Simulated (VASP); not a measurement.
Runs of VASP 6.6.1 on Ge. Symmetry: Fd-3m, No. 227, cubic system. Conventional cell: a = 5.674 Å, b = 5.674 Å, c = 5.674 Å, α = 90.00°, β = 90.00°, γ = 90.00°. Ge (site symmetry -43m) has 4 Ge at 2.46 Å as nearest neighbours. 

| task | level | potentials or basis | spin | cell | cutoff (eV) | gap on the mesh (eV) | pressure (GPa) |
| --- | --- | --- | --- | --- | --- | --- | --- |
| band structure | TB-mBJ | VASP PAW PBE potentials, release 64 (Ge_d) | off | Fd-3m, 22.83 Å³/atom | 520 | 0.68 | - |
| band structure | r2SCAN | VASP PAW PBE potentials, release 64 (Ge_d) | off | Fd-3m, 22.83 Å³/atom | 520 | (a) | 0.0 |
| band structure | LDA | VASP PAW LDA potentials, release 64 (Ge_d) | off | Fd-3m, 22.83 Å³/atom | 520 | - | -1.7 |
| relaxation of cell and atoms | PBEsol | VASP PAW PBE potentials, release 64 (Ge_d) | off | relaxed | 600 | none | 0.0 |

Alike in all rows: k mesh 10 × 10 × 10; smearing gaussian 0.03 eV.

Task: Estimate the missing entries.

Result: (a) 0.32.

Caveats: the PAW data sets were made with another functional, which shifts forces and pressure a little (some runs); this crystal is a semiconductor, whose small gap the functional closes, so the metal is an error of the method (some runs).

A k mesh can miss the band edges, and the runs leave out spin-orbit coupling on Ge.

A gap of «none» marks a metal or a gap under the smearing width.

Runs at the PBE level aren't shown here.
